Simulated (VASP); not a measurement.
Data:

```yaml
crystal:
  lattice:
    - [5.67536, 0.00000, 0.00000]
    - [0.00000, 3.26369, 0.00000]
    - [0.00000, 0.00000, 6.48015]
  atoms:
    - { symbol: Ge, position: [0.80779, 0.75000, 0.43798] }
    - { symbol: Ge, position: [0.19221, 0.25000, 0.56202] }
    - { symbol: Ge, position: [0.69221, 0.25000, 0.93798] }
    - { symbol: Ge, position: [0.30779, 0.75000, 0.06202] }
    - { symbol: Rh, position: [0.99608, 0.75000, 0.79642] }
    - { symbol: Rh, position: [0.00392, 0.25000, 0.20358] }
    - { symbol: Rh, position: [0.50392, 0.25000, 0.29642] }
    - { symbol: Rh, position: [0.49608, 0.75000, 0.70358] }
```

Calculation: r2SCAN meta-GGA, VASP's PBE PAW potentials (set 64) (plane waves; VASP). Numerical set-up: 400 eV cut-off, 6×11×6 Γ-centred mesh, tetrahedra with Blöchl corrections, potentials Ge_d Rh_pv.

Task: Give the energies of bands 49 to 62 at the high-symmetry points, in eV from the Fermi level.

Result: 
```json
[
 {"band": "49", "Γ": "-2.43", "X": "-2.64", "S": "-2.37", "Y": "-2.21", "Z": "-2.45", "U": "-2.82", "R": "-2.02", "T": "-2.16"},
 {"band": "50", "Γ": "-2.33", "X": "-2.64", "S": "-2.37", "Y": "-2.21", "Z": "-2.45", "U": "-2.82", "R": "-2.02", "T": "-2.16"},
 {"band": "51", "Γ": "-2.10", "X": "-2.30", "S": "-2.37", "Y": "-1.77", "Z": "-1.86", "U": "-2.04", "R": "-2.02", "T": "-1.87"},
 {"band": "52", "Γ": "-2.09", "X": "-2.30", "S": "-2.37", "Y": "-1.77", "Z": "-1.86", "U": "-2.04", "R": "-2.02", "T": "-1.87"},
 {"band": "53", "Γ": "-1.66", "X": "-1.89", "S": "-0.51", "Y": "-1.42", "Z": "-1.67", "U": "-1.93", "R": "-1.40", "T": "-1.36"},
 {"band": "54", "Γ": "-1.50", "X": "-1.89", "S": "-0.51", "Y": "-1.42", "Z": "-1.67", "U": "-1.93", "R": "-1.40", "T": "-1.36"},
 {"band": "55", "Γ": "-1.35", "X": "-1.23", "S": "-0.51", "Y": "-0.73", "Z": "-1.17", "U": "-1.43", "R": "-1.40", "T": "-1.16"},
 {"band": "56", "Γ": "-1.17", "X": "-1.23", "S": "-0.51", "Y": "-0.73", "Z": "-1.17", "U": "-1.43", "R": "-1.40", "T": "-1.16"},
 {"band": "57", "Γ": "-1.07", "X": "-1.19", "S": "-0.13", "Y": "-0.24", "Z": "-1.12", "U": "-0.40", "R": "-0.20", "T": "-0.47"},
 {"band": "58", "Γ": "-0.43", "X": "-1.19", "S": "-0.13", "Y": "-0.24", "Z": "-1.12", "U": "-0.40", "R": "-0.20", "T": "-0.47"},
 {"band": "59", "Γ": "0.51", "X": "1.90", "S": "-0.13", "Y": "0.12", "Z": "1.22", "U": "1.96", "R": "-0.20", "T": "-0.05"},
 {"band": "60", "Γ": "1.65", "X": "1.90", "S": "-0.13", "Y": "0.12", "Z": "1.22", "U": "1.96", "R": "-0.20", "T": "-0.05"},
 {"band": "61", "Γ": "2.39", "X": "4.13", "S": "2.03", "Y": "1.06", "Z": "3.65", "U": "3.64", "R": "3.63", "T": "1.61"},
 {"band": "62", "Γ": "2.65", "X": "4.13", "S": "2.03", "Y": "1.06", "Z": "3.65", "U": "3.64", "R": "3.63", "T": "1.61"}
]
```

It has no gap at this level: it comes out as a metal or semimetal.

The structure comes from a computed database's GeRh entry (Pnma); how it stands against other phases isn't given here. It was relaxed first.
